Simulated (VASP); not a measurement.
Energy against volume of Te (trig). Method: PBE GGA with D3 dispersion (Becke-Johnson damping), VASP's PBE PAW potentials (set 64) (plane waves; VASP). Settings: 520 eV cut-off, 6×6×4 Γ-centred mesh, Gaussian smearing of 0.050 eV, potentials Te.

Shape and ions are relaxed at each volume.

| V (Å³/atom) | E (eV/atom) |
|---|---|
| 30.343 | -3.56569 |
| 31.311 | -3.57556 |
| 32.280 | -3.57800 |
| 33.248 | -3.57477 |

Task: Fit these four points and predict the energy of the run at 34.217 Å³/atom.

Result: A cubic in V^(−2/3), the third-order Birch-Murnaghan form, passes through the four points with V0 = 32.17 Å³/atom and B0 = 32 GPa, and gives -3.5673 eV/atom there. The run gave -3.5671 eV/atom, +0.2 meV/atom from the fit; all five points give B0 = 32 GPa.

The compound is Te in the trig structure. It was relaxed first, which changed the volume by -6 %.
